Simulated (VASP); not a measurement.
Runs of VASP 6.6.1 on PmSe. Symmetry: Fm-3m, No. 225, cubic system. Conventional cell: a = 5.921 Å, b = 5.921 Å, c = 5.921 Å, α = 90.00°, β = 90.00°, γ = 90.00°. Pm (site symmetry m-3m) has 6 Se at 2.96 Å as nearest neighbours. Se (site symmetry m-3m) is surrounded by 6 Pm at 2.96 Å. The cell comes from a database or a generator and needn't be the stable form of this composition.

```csv
task,level,cell,cutoff (eV),smearing,gap on the mesh (eV),pressure (GPa),moment (μB),relaxed volume (Å³/atom)
relaxation of cell and atoms,r2SCAN,relaxed,600,gaussian 0.05 eV,none,0.0,4.87,27.65
relaxation of cell and atoms,r2SCAN+D3(BJ),relaxed,600,gaussian 0.05 eV,none,0.0,4.85,(b)
single point,r2SCAN,as given,520,fermi-dirac 0.05 eV,none,(a),4.78,-
relaxation of cell and atoms,LAK,relaxed,600,gaussian 0.05 eV,none,0.0,4.89,(c)
```

Alike in all rows: potentials or basis VASP PAW PBE potentials, release 64 (Pm, Se); spin collinear, ferromagnetic start; k mesh 8 × 8 × 8.

Problem. Estimate the missing entries.

Solution. (a) 3.9; (b) 27.07; (c) 29.13.

Caveats: the magnetic or orbital state may not be the lowest; the PAW data sets were made with another functional, which shifts forces and pressure a little; spin-orbit coupling is left out, which moves the levels of the heavy elements; without U or exact exchange the open f shell lies at the Fermi level, which spoils levels, moments and volumes; pairwise dispersion overbinds metals, which lowers pressure and volume (some runs).

A k mesh can miss the band edges, and the runs leave out spin-orbit coupling on Pm, Se.

A gap of «none» marks a metal or a gap under the smearing width.
